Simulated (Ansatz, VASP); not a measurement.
# In2Se: VASP beside Ansatz, part 2 of 3

Wanted: the spread between two codes on one cell, functional and k mesh. The cell is generated by rule, not measured, and may not be a known phase. The cell is taken from a series of runs on this material, whose earlier steps may have relaxed, scaled, displaced or heated it; both programs get it as it stands.

VASP 6.6.1 and Ansatz 0.2.0.

So far: Starting point; Ansatz: zone-centre phonons, PBEsol.

**3. VASP: zone-centre phonons, PBEsol**

Level of this step: PBEsol; plane waves and PAW (Se, In_d); invented cell (VASP).

The same cell, functional, mesh and smearing now go to VASP, with its own data sets.

Lines of VASP's logs that name or quote its potential files are left out, and so is its time.

INCAR

```
SYSTEM = In2Se
PREC = Accurate
ENCUT = 500
EDIFF = 1E-08
NELM = 120
ISMEAR = 1
SIGMA = 0.2
LREAL = .FALSE.
ALGO = Normal
GGA = PS
NBANDS = 39
LORBIT = 11
LWAVE = .FALSE.
LCHARG = .FALSE.
ISIF = 2
IBRION = 8
LASPH = .TRUE.
GGA_COMPAT = .FALSE.
KPAR = 2
```

POSCAR

```
In2Se
1.0
    6.6284302234      0.0000000000      0.0000000000
    0.0000000000      6.6284302234      0.0000000000
    0.0000000000      0.0000000000      6.6284302234
Se In
2 4
Direct
    0.0000000000      0.0000000000      0.0000000000
    0.5000000000      0.5000000000      0.5000000000
    0.2500000000      0.2500000000      0.2500000000
    0.7500000000      0.7500000000      0.2500000000
    0.7500000000      0.2500000000      0.7500000000
    0.2500000000      0.7500000000      0.7500000000
```

KPOINTS

```
Automatic mesh
0
Gamma
6 6 6
0 0 0
```

Potentials, in the order of the species: Se and In_d (PBE family, release 64).

Command:

```console
> mpirun -np 2 vasp_std
```

What it wrote:

```text
[banner, memory and clock lines left out]
running    2 mpi-ranks, on    1 nodes
 distrk:  each k-point on    1 cores,    2 groups
 distr:  one band on    1 cores,    1 groups

 POSCAR found type information on POSCAR SeIn
 POSCAR found :  2 types and       6 ions
|                                                                             |
|               ----> ADVICE to this user running VASP <----                  |
|                                                                             |
|     You enforced a specific xc type in the INCAR file but a different       |
|     [... a line on the potential file left out ...]
|     I HOPE YOU KNOW WHAT YOU ARE DOING!                                     |
|                                                                             |

 LDA part: xc-table for (Slater+PW92), standard interpolation
 POSCAR, INCAR and KPOINTS ok, starting setup
 FFT: planning ... GRIDC
 FFT: planning ... GRID_SOFT
 FFT: planning ... GRID
 WAVECAR not read
 entering main loop
       N       E                     dE             d eps       ncg     rms          rms(c)
DAV:   1     0.562669749259E+03    0.56267E+03   -0.27626E+04  1560   0.160E+03
DAV:   2     0.523597279293E+02   -0.51031E+03   -0.49700E+03  1581   0.412E+02
DAV:   3    -0.144371165995E+02   -0.66797E+02   -0.62948E+02  1992   0.166E+02
DAV:   4    -0.184510753971E+02   -0.40140E+01   -0.39790E+01  1771   0.433E+01
DAV:   5    -0.186463505938E+02   -0.19528E+00   -0.19516E+00  2131   0.861E+00    0.634E+00
DAV:   6    -0.167062109724E+02    0.19401E+01   -0.33905E+00  1946   0.133E+01    0.300E+00
DAV:   7    -0.167852316404E+02   -0.79021E-01   -0.17823E+00  2057   0.434E+00    0.190E+00
DAV:   8    -0.167791820839E+02    0.60496E-02   -0.47118E-01  2125   0.311E+00    0.120E+00
DAV:   9    -0.167593736273E+02    0.19808E-01   -0.33785E-01  1881   0.290E+00    0.893E-01
DAV:  10    -0.167300326798E+02    0.29341E-01   -0.70568E-02  2156   0.151E+00    0.172E-01
DAV:  11    -0.167336616673E+02   -0.36290E-02   -0.20153E-02  1865   0.432E-01    0.221E-01
DAV:  12    -0.167310106412E+02    0.26510E-02   -0.63143E-03  2027   0.338E-01    0.328E-02
DAV:  13    -0.167311577272E+02   -0.14709E-03   -0.15286E-03  1733   0.133E-01    0.431E-02
DAV:  14    -0.167311439683E+02    0.13759E-04   -0.68344E-05  2290   0.408E-02    0.354E-02
DAV:  15    -0.167311384715E+02    0.54968E-05   -0.22032E-05  2248   0.161E-02    0.376E-02
DAV:  16    -0.167311448007E+02   -0.63292E-05   -0.26838E-05  2190   0.224E-02    0.200E-02
DAV:  17    -0.167311404382E+02    0.43625E-05   -0.87522E-06  1895   0.129E-02    0.147E-02
DAV:  18    -0.167311400989E+02    0.33930E-06   -0.71306E-06  2353   0.102E-02    0.799E-03
DAV:  19    -0.167311400308E+02    0.68096E-07   -0.73170E-07  1721   0.334E-03    0.504E-03
DAV:  20    -0.167311401056E+02   -0.74855E-07   -0.66280E-08  1562   0.127E-03    0.178E-03
DAV:  21    -0.167311401381E+02   -0.32440E-07   -0.66996E-09  1102   0.529E-04    0.124E-03
DAV:  22    -0.167311401538E+02   -0.15709E-07   -0.40045E-09  1046   0.537E-04    0.630E-04
DAV:  23    -0.167311401594E+02   -0.56016E-08   -0.47337E-09  1060   0.303E-04
   1 F= -.16731140E+02 E0= -.16736690E+02  d E =0.166495E-01
 Linear response reoptimize wavefunctions to high precision
DAV:   1    -0.167311401618E+02   -0.24229E-08   -0.17963E-09  1039   0.251E-04
DAV:   2    -0.167311401618E+02    0.32742E-10   -0.78424E-10  1046   0.159E-04
 Linear response DOF=           2
 Linear response progress:
  Degree of freedom:   1/  2
       N       E                     dE             d eps       ncg     rms          rms(c)
RMM:   1    -0.907646090823E-01   -0.90765E-01    0.12857E-01  8166   0.967E-01
RMM:   2    -0.907352964585E-01    0.29313E-04   -0.29093E-03  5741   0.271E-01    0.108E-01
RMM:   3    -0.911332732904E-01   -0.39798E-03   -0.80803E-04  7113   0.107E-01    0.456E-02
RMM:   4    -0.914995686307E-01   -0.36630E-03   -0.24741E-04  6901   0.518E-02    0.141E-02
RMM:   5    -0.915454568647E-01   -0.45888E-04   -0.27884E-05  7671   0.228E-02    0.948E-03
RMM:   6    -0.915348900615E-01    0.10567E-04   -0.39122E-06  7188   0.834E-03    0.327E-03
RMM:   7    -0.915625440312E-01   -0.27654E-04   -0.11220E-06  7383   0.375E-03    0.246E-03
RMM:   8    -0.915635660217E-01   -0.10220E-05   -0.89622E-07  7578   0.154E-03    0.108E-03
RMM:   9    -0.915615970963E-01    0.19689E-05    0.13199E-06  7499   0.598E-04    0.415E-04
RMM:  10    -0.915610607454E-01    0.53635E-06   -0.50946E-07  7649   0.267E-04    0.104E-04
RMM:  11    -0.915611180896E-01   -0.57344E-07    0.54587E-07  7750   0.114E-04    0.423E-05
RMM:  12    -0.915610929919E-01    0.25098E-07    0.32874E-07  7806   0.521E-05    0.146E-05
RMM:  13    -0.915610808628E-01    0.12129E-07    0.38791E-07  7557   0.362E-05    0.420E-06
RMM:  14    -0.915610795839E-01    0.12789E-08    0.35759E-07  7983   0.277E-05    0.234E-06
RMM:  15    -0.915610768631E-01    0.27208E-08    0.36106E-07  6446   0.251E-05    0.104E-06
RMM:  16    -0.915610744765E-01    0.23866E-08    0.35381E-07  5575   0.239E-05    0.735E-07
RMM:  17    -0.915610745260E-01   -0.49461E-10    0.34867E-07  4762   0.235E-05    0.149E-07
RMM:  18    -0.915610738815E-01    0.64446E-09    0.34852E-07  4040   0.234E-05    0.566E-08
 first order change of Fermi-energy   0.32008E-02
 force on displaced ion       1 direction 1 :   2.616   0.000   0.000
 Linear response progress:
  Degree of freedom:   2/  2
       N       E                     dE             d eps       ncg     rms          rms(c)
RMM:   1    -0.239004021078E+00   -0.23900E+00   -0.19260E-01  7759   0.298E+00
RMM:   2    -0.241612288009E+00   -0.26083E-02   -0.91922E-03  8150   0.580E-01    0.813E-02
RMM:   3    -0.241790571494E+00   -0.17828E-03   -0.13703E-03  9197   0.197E-01    0.339E-02
RMM:   4    -0.241830343587E+00   -0.39772E-04   -0.14557E-04  9295   0.655E-02    0.242E-02
RMM:   5    -0.241897876030E+00   -0.67532E-04   -0.32140E-05  9185   0.280E-02    0.841E-03
RMM:   6    -0.241910242164E+00   -0.12366E-04   -0.48387E-06  9880   0.109E-02    0.322E-03
RMM:   7    -0.241918286334E+00   -0.80442E-05   -0.32308E-06  9574   0.362E-03    0.156E-03
RMM:   8    -0.241926545252E+00   -0.82589E-05   -0.14775E-06  9495   0.177E-03    0.532E-04
RMM:   9    -0.241925764745E+00    0.78051E-06   -0.21473E-07  9796   0.776E-04    0.191E-04
RMM:  10    -0.241925883914E+00   -0.11917E-06   -0.31363E-07  9698   0.383E-04    0.943E-05
RMM:  11    -0.241925411329E+00    0.47258E-06   -0.12724E-07 10186   0.218E-04    0.389E-05
RMM:  12    -0.241925392233E+00    0.19096E-07   -0.14990E-07 10068   0.119E-04    0.197E-05
RMM:  13    -0.241925419129E+00   -0.26896E-07   -0.16377E-07 10410   0.738E-05    0.962E-06
RMM:  14    -0.241925428111E+00   -0.89821E-08   -0.15130E-07 10443   0.523E-05    0.559E-06
[...]
RMM:  26    -0.241925449290E+00    0.63456E-09   -0.28424E-07  6910   0.324E-05    0.344E-07
RMM:  27    -0.241925448022E+00    0.12682E-08   -0.28127E-07  6809   0.324E-05    0.347E-07
RMM:  28    -0.241925449529E+00   -0.15074E-08   -0.28914E-07  6791   0.324E-05    0.232E-07
RMM:  29    -0.241925449187E+00    0.34244E-09   -0.29834E-07  6682   0.324E-05    0.256E-07
RMM:  30    -0.241925447100E+00    0.20874E-08   -0.26702E-07  6694   0.324E-05    0.126E-07
RMM:  31    -0.241925446375E+00    0.72425E-09   -0.27564E-07  6817   0.324E-05    0.111E-07
RMM:  32    -0.241925448045E+00   -0.16702E-08   -0.27588E-07  6632   0.324E-05    0.159E-07
RMM:  33    -0.241925447672E+00    0.37381E-09   -0.28553E-07  6562   0.324E-05    0.853E-08
 first order change of Fermi-energy  -0.42553E-03
 force on displaced ion       3 direction 1 :   0.450  -1.093  -1.093
 Linear response finished
```

(Continued in part 3 of 3.)

[Lines on the potential files, build, host, timing and source positions are cut from VASP's logs without a mark.]

[Logs are printed without paths, hosts, clocks, repeated set-up lines and the standing remarks that a program may print on its own settings, such as how far it seeks lower states.]

[Hosts, paths, dates, database ids (printed as entryN), source tags and the programs' standing remarks are cut or masked in the printed files.]
